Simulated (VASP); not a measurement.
VASP ran on this input.

### INCAR
```
! general
SYSTEM  = Pb4S3Se
PREC    = Accurate
ENCUT   = 400   ! plane-wave cut-off (eV)
LREAL   = .FALSE.
LASPH   = .TRUE.   ! aspherical one-centre terms

! electronic loop
EDIFF   = 1E-6   ! SCF stop (eV)
NELM    = 100
ALGO    = Normal
LMAXMIX = 4   ! l cut-off of mixed one-centre charges

! smearing
ISMEAR  = 0   ! Gaussian
SIGMA   = 0.05   ! width (eV)

! functional
GGA     = PE   ! PBE

! output
LWAVE   = .FALSE.
LCHARG  = .TRUE.
```

### POSCAR
```
Pb4S3Se
1
    6.0665940968    -0.0000000000    -0.0000000000
    0.0000000000     6.0665940968     0.0000000000
    0.0000000000     0.0000000000     6.0665940968
Pb Se S
4 1 3
Direct
  0.0000000000   0.0000000000   0.0000000000
  0.5000000000   0.5000000000   0.0000000000
  0.5000000000   0.0000000000   0.5000000000
  0.0000000000   0.5000000000   0.5000000000
  0.5000000000   0.5000000000   0.5000000000
  0.0000000000   0.0000000000   0.5000000000
  0.0000000000   0.5000000000   0.0000000000
  0.5000000000   0.0000000000   0.0000000000
```

### KPOINTS
```
Regular mesh
0
Gamma
4 4 4
0 0 0
```

POTCAR, in this order: Pb_d Se S (PBE.64 set). Program: vasp_std.

**Question.** Write an equivalent input for Quantum ESPRESSO's pw.x.

**Answer.** One equivalent input (not run):
```
&CONTROL
  calculation = 'scf'
  pseudo_dir = './pseudo'
  outdir = './out'
  tprnfor = .true.
  tstress = .true.
/
&SYSTEM
  ibrav = 0
  nat = 8
  ntyp = 3
  ecutwfc = 86
  occupations = 'smearing'
  smearing = 'gaussian'
  degauss = 0.003675
  input_dft = 'pbe'
/
&ELECTRONS
  conv_thr = 7.3e-08
  electron_maxstep = 100
/
ATOMIC_SPECIES
  Pb 207.200 Pb.upf
  Se 78.971 Se.upf
  S 32.060 S.upf
CELL_PARAMETERS angstrom
     6.0665941   -0.0000000   -0.0000000
     0.0000000    6.0665941    0.0000000
     0.0000000    0.0000000    6.0665941
ATOMIC_POSITIONS crystal
  Pb   0.0000000  0.0000000  0.0000000
  Pb   0.5000000  0.5000000  0.0000000
  Pb   0.5000000  0.0000000  0.5000000
  Pb   0.0000000  0.5000000  0.5000000
  Se   0.5000000  0.5000000  0.5000000
  S    0.0000000  0.0000000  0.5000000
  S    0.0000000  0.5000000  0.0000000
  S    0.5000000  0.0000000  0.0000000
K_POINTS automatic
  4 4 4 0 0 0
```
What does not carry over: the potentials are each code's own (VASP's PAW set, PseudoDojo norm-conserving files in pw.x), so ENCUT and ecutwfc are chosen apart and not converted; conv_thr bounds pw.x's estimated SCF error, while EDIFF bounds the energy change between steps.

The structure was generated: Pb4S3Se was put into an ordered model structure (Pm-3m), which need not be its known phase. It was relaxed first.
